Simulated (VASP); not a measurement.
Data:

```
Ni2SnY2
1.0
   -2.13574     2.79784     4.14642
    2.13574    -2.79784     4.14642
    2.13574     2.79784    -4.14642
Y Ni Sn
2 2 1
Cartesian
  0.00000   2.79784   1.68527
  2.13574   0.00000   2.46115
  0.00000   1.18516   4.14642
  2.13574   1.61267   0.00000
  0.00000   0.00000   0.00000
```

Method: PBEsol GGA, VASP's PBE PAW potentials (set 64) (plane waves; VASP). Run with 300 eV cut-off, 5×5×5 Γ-centred mesh, Fermi-Dirac smearing of 0.14 eV, potentials Y_sv Ni Sn_d.

At this cut-off the stress carries a Pulay error, which pulls relaxed volumes low. Energy and stress use the plane-wave basis of the starting cell.

Problem. The ions, cell shape and volume are relaxed. What does this cell relax into?

Solution. 
```
Ni2SnY2
1.0
   -2.08395     2.79235     4.13897
    2.08395    -2.79235     4.13897
    2.08395     2.79235    -4.13897
Y Ni Sn
2 2 1
Direct
  0.70246   0.20246   0.50000
  0.29754   0.79754   0.50000
  0.71101   0.50000   0.21101
  0.28899   0.50000   0.78899
  0.00000   0.00000   0.00000
```
Space group Immm (71), at a tolerance of 0.03 Å.

Problem. How do energy and volume change from the first to the last step?

Solution. The energy (σ→0) changes by -6.1 meV/atom and the volume by -2.8 %, in 15 ionic steps.

```json
[
 {"step": "1", "E(σ→0) (eV)": "-33.2858", "max force (eV/Å)": "0.007", "pressure (GPa)": "-2.91", "volume (Å³)": "99.11"},
 {"step": "2", "E(σ→0) (eV)": "-33.3022", "max force (eV/Å)": "0.053", "pressure (GPa)": "2.42", "volume (Å³)": "94.04"},
 {"step": "3", "E(σ→0) (eV)": "-33.3165", "max force (eV/Å)": "0.033", "pressure (GPa)": "0.00", "volume (Å³)": "96.16"},
 {"step": "4", "E(σ→0) (eV)": "-33.3165", "max force (eV/Å)": "0.034", "pressure (GPa)": "-0.02", "volume (Å³)": "96.09"},
 {"step": "5", "E(σ→0) (eV)": "-33.3132", "max force (eV/Å)": "0.044", "pressure (GPa)": "1.26", "volume (Å³)": "95.06"},
 {"step": "6", "E(σ→0) (eV)": "-33.3165", "max force (eV/Å)": "0.035", "pressure (GPa)": "0.20", "volume (Å³)": "96.01"},
 {"step": "7", "E(σ→0) (eV)": "-33.3170", "max force (eV/Å)": "0.016", "pressure (GPa)": "0.21", "volume (Å³)": "96.04"},
 {"step": "8", "E(σ→0) (eV)": "-33.3167", "max force (eV/Å)": "0.052", "pressure (GPa)": "0.19", "volume (Å³)": "96.08"},
 {"step": "9", "E(σ→0) (eV)": "-33.3165", "max force (eV/Å)": "0.037", "pressure (GPa)": "-0.21", "volume (Å³)": "96.44"},
 {"step": "10", "E(σ→0) (eV)": "-33.3165", "max force (eV/Å)": "0.038", "pressure (GPa)": "-0.16", "volume (Å³)": "96.42"},
 {"step": "11", "E(σ→0) (eV)": "-33.3167", "max force (eV/Å)": "0.008", "pressure (GPa)": "0.01", "volume (Å³)": "96.33"},
 {"step": "12", "E(σ→0) (eV)": "-33.3166", "max force (eV/Å)": "0.006", "pressure (GPa)": "0.03", "volume (Å³)": "96.30"},
 {"step": "13", "E(σ→0) (eV)": "-33.3166", "max force (eV/Å)": "0.009", "pressure (GPa)": "0.03", "volume (Å³)": "96.30"},
 {"step": "14", "E(σ→0) (eV)": "-33.3165", "max force (eV/Å)": "0.005", "pressure (GPa)": "0.02", "volume (Å³)": "96.32"},
 {"step": "15", "E(σ→0) (eV)": "-33.3164", "max force (eV/Å)": "0.004", "pressure (GPa)": "0.04", "volume (Å³)": "96.34"}
]
```

The structure comes from a computed database's Y2Ni2Sn entry (Immm); how it stands against other phases isn't given here. This run relaxes it. Symmetry was kept, so distortions that lower it aren't found. The k-mesh is coarse (spacing up to 0.38 per Å, 2π included), so the numbers may not be converged in it. The run is one of a series of settings (EDIFFG = -0.01, IBRION = 2, ISIF = 3, NSW = 50 against the base run), some of them coarse on purpose. The run is not spin-polarised, so no magnetic state was tried.
